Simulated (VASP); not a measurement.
An input for Ansatz (written as the equivalent of a VASP run, and not itself run):

Ansatz 0.2 input:
```yaml
crystal:
  lattice:
    - [0.0000000, 2.7782436, 2.7782436]
    - [2.7782436, 0.0000000, 2.7782436]
    - [2.7782436, 2.7782436, 0.0000000]
  atoms:
    - { symbol: Mg, position: [0.0000000, 0.0000000, 0.0000000] }
    - { symbol: Se, position: [0.5000000, 0.5000000, 0.5000000] }
kpoints:
  mp_grid: { grid: [8, 8, 8] }
hamiltonian:
  xc: rpbe
  pseudopotentials: { kind: paw }
scf:
  occupations: { method: gaussian, width: 0.05 }
  max_iter: 100
output: { forces: true, stress: true, eigenvalues: true }
```

Problem. Write the VASP files for the same calculation (RPBE).

Solution. This is not unique; one that fits is 
**INCAR**
```
SYSTEM = MgSe
PREC = Accurate
ENCUT = 520
EDIFF = 1E-7
NELM = 100
ALGO = Normal
LREAL = .FALSE.
LASPH = .TRUE.
ISMEAR = 0
SIGMA = 0.05
GGA = RP
LMAXMIX = 4
LWAVE = .FALSE.
LCHARG = .FALSE.
ISIF = 2
```

**KPOINTS**
```
kpoints
0
Gamma
8 8 8
```

### POSCAR
```
MgSe
1.0
  0.0000000000   2.7782435917   2.7782435917
  2.7782435917   0.0000000000   2.7782435917
  2.7782435917   2.7782435917   0.0000000000
Mg Se
1 1
Cart
  0.0000000000   0.0000000000   0.0000000000
  2.7782435917   2.7782435917   2.7782435917
```

POTCAR, in this order: Mg Se (PBE.64 set). Program: vasp_std.

What does not carry over: each code has its own PAW files, so the cut-off isn't converted (ENCUT is set for VASP's; basis.ecutwfc is left out, and Ansatz then takes the one that its files recommend); Ansatz stops its SCF on the density residual and VASP on the energy change (EDIFF).

The compound is MgSe in the rock salt structure. It was relaxed first, which changed the volume by +5 %.
